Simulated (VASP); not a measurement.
```xyz
2
Lattice="0.0000 2.5829 2.6095 2.6235 0.0000 2.6095 2.6235 2.5829 0.0000" Properties=species:S:1:pos:R:3 pbc="T T T"
Li     0.0000     0.0000     0.0000
Cl     2.6775     2.5829     2.6095
```

Method: PBE GGA, VASP's PBE PAW potentials (set 64) (plane waves; VASP). Settings: 575 eV cut-off, 8×8×8 Γ-centred mesh, Gaussian smearing of 0.050 eV, potentials Li_sv Cl.

**Question.** What does the run give for the energy per atom (σ→0), pressure, band gap (on the k-mesh) with the smallest direct gap where there is one?

**Answer.** 
* **band gap (on the k-mesh)**: 6.07 eV
* **smallest direct gap (on the k-mesh)**: 6.07 eV
* **energy per atom (σ→0)**: -3.691 eV/atom
* **pressure**: -1.06 GPa

The absolute energy has meaning only against runs of the same code, potentials and settings.

The compound is LiCl in the rock salt structure. The cell was not relaxed at this level, atoms are displaced from their ideal sites. The run is one of a series of settings (ENCUT = 575 against the base run), some of them coarse on purpose.
